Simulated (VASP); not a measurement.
Here is the system:

```yaml
crystal:
  lattice:
    - [2.83983, 0.04260, 0.00000]
    - [0.04260, 2.83983, 0.00000]
    - [0.00000, 0.00000, 2.83983]
  atoms:
    - { symbol: Al, position: [0.50000, 0.50000, 0.50000] }
    - { symbol: Fe, position: [0.00000, 0.00000, 0.00000] }
```

All values below come from PBEsol GGA, VASP's PBE PAW potentials (set 64) (plane waves; VASP). Numerical set-up: 480 eV cut-off, 12×12×12 Γ-centred mesh, first-order Methfessel-Paxton smearing of 0.10 eV, potentials Al Fe.

**Question.** What does the run give for the energy per atom (σ→0), band gap (on the k-mesh) with the smallest direct gap where there is one?

**Answer.** 
| Quantity | Value |
|---|---|
| band gap (on the k-mesh) | none (metal, semimetal or under 0.01 eV) |
| energy per atom (σ→0) | -6.850 eV/atom |

Only differences to runs with the same potentials and settings are physical.

The compound is FeAl in the CsCl type structure. This cell was strained or had an atom moved on purpose. The run is not spin-polarised, so no magnetic state was tried. The electron count is odd and the run is not spin-polarised, which forces a metal.
